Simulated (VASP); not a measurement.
Cost and result of VASP (PAW) for the bulk modulus of NiSb (NiAs type). Static lattice, third-order Birch-Murnaghan fit over five volumes. The cost counts the five points of the equation of state, each on the mesh and cut-off of its row, so the ratios hold those differences too. With PBE it took about 10 core-minutes. The timings are rough (shared machines, no repeats); factors under 2 mean little.

Unless said otherwise, spin-orbit coupling is left out, though it shifts the bands of the heavy elements here.

| level | k-mesh | cut-off (eV) | bulk modulus (GPa) | cost over PBE |
|---|---|---|---|---|
| LDA | 9×9×6 | 520 | 140 | within a factor of 2 |
| PBEsol | 9×9×6 | 520 | 130 | within a factor of 2 |
| PBE | 9×9×6 | 520 | 112 | reference |
| r2SCAN | 9×9×6 | 520 | 125 | about 5 times |
| SCAN | 9×9×6 | 520 | [?] | about 5 times |

What belongs in the gaps?

- SCAN, bulk modulus (GPa): 131

Left out are levels that failed, ran on another kind of processor or have no fit band path; at most nine are shown.

The compound is NiSb in the NiAs type structure.
